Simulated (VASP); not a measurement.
Level of theory: PBE GGA with D4 dispersion, VASP's PBE PAW potentials (set 64) (plane waves; VASP).

A VASP calculation is set up with these files.

File KPOINTS:
```
Automatic
0
gamma
 6 6 6
0 0 0
```

### INCAR
```
SYSTEM = BaF2
PREC = Accurate
ENCUT = 520
EDIFF = 1E-7
NELM = 100
ALGO = Normal
LREAL = .FALSE.
LASPH = .TRUE.
ISMEAR = 0
SIGMA = 0.05
GGA = PE
IVDW = 13
LMAXMIX = 4
LWAVE = .FALSE.
LCHARG = .FALSE.
ISIF = 2
```

**POSCAR**
```
BaF2
1
    0.0000000000     3.1263665670     3.1263665670
    3.1263665670     0.0000000000     3.1263665670
    3.1263665670     3.1263665670     0.0000000000
Ba F
1 2
Direct
  0.0000000000   0.0000000000   0.0000000000
  0.2500000000   0.2500000000   0.2500000000
  0.7500000000   0.7500000000   0.7500000000
```

POTCAR, in this order: Ba_sv F (PBE.64 set). Program: vasp_std.

What will the output report for the number of irreducible k-points (NKPTS), largest plane-wave count, number of space-group operations, FFT grid (NGX, NGY, NGZ)?

* **number of irreducible k-points (NKPTS)**: 16
* **largest plane-wave count**: 1676
* **number of space-group operations**: 48
* **FFT grid (NGX, NGY, NGZ)**: 36 × 36 × 36

The compound is BaF2 in the fluorite structure. It was relaxed first.
